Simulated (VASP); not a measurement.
The cell holds one AuAl₂ (fluorite) (110) slab, with vacuum along c, ions free to move until forces fall under 0.03 eV/Å, no reconstruction beyond this cell, dipole correction on.

Given:

```
Al2Au
1.0
    4.23852     0.00000     0.00000
    0.00000     5.99418     0.00000
    0.00000     0.00000    27.70102
Al Au
12 6
Direct
  0.50000   0.25236   0.30800
  0.00000   0.25019   0.38517
  0.00000   0.74981   0.38517
  0.50000   0.74764   0.30800
  0.50000   0.25016   0.46209
  0.00000   0.24984   0.53791
  0.00000   0.75016   0.53791
  0.50000   0.74984   0.46209
  0.50000   0.24981   0.61483
  0.00000   0.24764   0.69200
  0.00000   0.75236   0.69200
  0.50000   0.75019   0.61483
  0.00000   0.00000   0.30978
  0.50000   0.50000   0.38557
  0.00000   0.00000   0.46146
  0.50000   0.50000   0.53854
  0.00000   0.00000   0.61443
  0.50000   0.50000   0.69022
```

Computed with PBEsol GGA, VASP's PBE PAW potentials (set 64) (plane waves; VASP 6.6.1). Numerical set-up: 400 eV cut-off, 7×5×1 Γ-centred mesh, first-order Methfessel-Paxton smearing of 0.10 eV, potentials Al Au.

Slab and bulk use different k-meshes, so the surface energy is good to a few per cent at best. Unless said otherwise, spin-orbit coupling is left out, though it shifts the bands of the heavy elements here.

Q: Predict its surface energy, work function, band gap (on the k-mesh).

A: 
```json
{
  "surface_energy": "1.33 J/m^2",
  "work_function": "4.61 eV",
  "band gap (on the k-mesh)": "none (metal, semimetal or under 0.01 eV)"
}
```

The cell is a thin slab with vacuum, built from AuAl2 (fluorite): (110) face.
